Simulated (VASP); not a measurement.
Wanted: the native input for a VASP 6.6.1 run.

* Task: single point
* Functional: PBE
* Potentials or basis: VASP PAW PBE potentials, release 64 (Be, Te)
* Cutoff: 520 eV
* k mesh: 16 × 16 × 16
* Occupations: gaussian, width 0.1 eV
* Spin: no spin polarisation
* Dipole correction: no
* Further INCAR settings: ALGO = Fast; EDIFF = 1e-06; NBANDS = 14

The structure of Be3Te lies in POSCAR:

```
Be3Te
1.0
   -1.7897954403      1.7897954403      4.4193464100
    1.7897954403     -1.7897954403      4.4193464100
    1.7897954403      1.7897954403     -4.4193464100
Be Te
3 1
Direct
    0.5000000000      0.5000000000      0.0000000000
    0.7500000000      0.2500000000      0.5000000000
    0.2500000000      0.7500000000      0.5000000000
    0.0000000000      0.0000000000      0.0000000000
```

The cell comes from a database or a generator and needn't be the stable form of this composition.

The cell isn't the ideal one: Mg replaced by Be, lengths x 0.856, strained and moved within the space group.

One way to write it, as run:

INCAR

```
PREC     = Accurate       # precision mode
ENCUT    = 520            # plane-wave cutoff, eV
EDIFF    = 1E-6           # SCF threshold, eV
ISMEAR   = 0              # smearing method
SIGMA    = 0.1            # smearing width, eV
LREAL    = F              # projectors in reciprocal space
LASPH    = T              # aspherical terms in the spheres
NELM     = 100            # most SCF steps
ALGO     = Fast           # electronic algorithm
ISIF     = 2              # what is computed and relaxed
LWAVE    = F              # write WAVECAR
LCHARG   = F              # write CHGCAR
GGA      = PE             # functional
NBANDS   = 14             # bands
```

KPOINTS

```
regular mesh
0
Gamma
  16 16 16
```

Potentials or basis: VASP PAW PBE potentials, release 64 (Be, Te).

Command:

```sh
$ cat potpaw_PBE.64/Be/POTCAR potpaw_PBE.64/Te/POTCAR > POTCAR
$ mpirun -np 1 vasp_std > vasp.out
```

It gave:

The pressure is -0.9 GPa. The band gap on the k mesh is none (metal or under the smearing width).

Run time: 4.7 min on 1 thread of AMD EPYC 9R45 (Zen 5), with other jobs on the host, peak memory 0.41 GiB.
